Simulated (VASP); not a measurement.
Level of theory: LDA (Ceperley-Alder, Perdew-Zunger), VASP's LDA PAW potentials (set 64) (plane waves; VASP).

The input files of a VASP run:

**KPOINTS**
```
Automatic mesh
0
gamma
  12 12 12
0 0 0
```

### POSCAR
```
RuAl
1
    2.9547297838     0.0000000000     0.0000000000
    0.0000000000     2.9547297838     0.0000000000
    0.0000000000     0.0000000000     2.9547297838
Al Ru
1 1
Direct
  0.5000000000   0.5000000000   0.5000000000
  0.0000000000   0.0000000000   0.0000000000
```

### INCAR
```
# general
SYSTEM  = RuAl
PREC    = Accurate
ENCUT   = 500
LREAL   = .FALSE.
LASPH   = .TRUE.

# electronic loop
EDIFF   = 1E-6
NELM    = 100
ALGO    = Normal
LMAXMIX = 4

# smearing
ISMEAR  = 1
SIGMA   = 0.1

# ions
IBRION  = 2
NSW     = 40
ISIF    = 3
EDIFFG  = -0.02

# output
LWAVE   = .FALSE.
LCHARG  = .FALSE.
```

POTCAR, in this order: Al Ru_pv (LDA.64 set). Program: vasp_std.

**Question.** Predict the energy per atom (σ→0), band gap (on the k-mesh).

**Answer.** 
The energy per atom (σ→0) is -8.095 eV/atom and the band gap (on the k-mesh) is none (metal, semimetal or under 0.01 eV).

**OSZICAR**
```
...
DAV:   5    -0.168903408951E+02   -0.57318E-03   -0.57316E-03  2568   0.640E-01    0.134E+01
DAV:   6    -0.162858366519E+02    0.60450E+00   -0.35033E+00  2144   0.216E+01    0.248E+00
DAV:   7    -0.162113533268E+02    0.74483E-01   -0.26478E-01  2124   0.624E+00    0.231E+00
DAV:   8    -0.161903287048E+02    0.21025E-01   -0.21271E-02  2196   0.126E+00    0.221E-01
DAV:   9    -0.161901841195E+02    0.14459E-03   -0.26588E-04  2576   0.143E-01    0.134E-01
DAV:  10    -0.161901674291E+02    0.16690E-04   -0.34491E-05  2448   0.795E-02    0.100E-02
DAV:  11    -0.161901669117E+02    0.51734E-06   -0.19754E-06  1548   0.196E-02
   1 F= -.16190167E+02 E0= -.16190040E+02  d E =-.161902E+02
```

The compound is RuAl in the CsCl type structure. It was relaxed first. The electron count is odd and the run is not spin-polarised, which forces a metal.
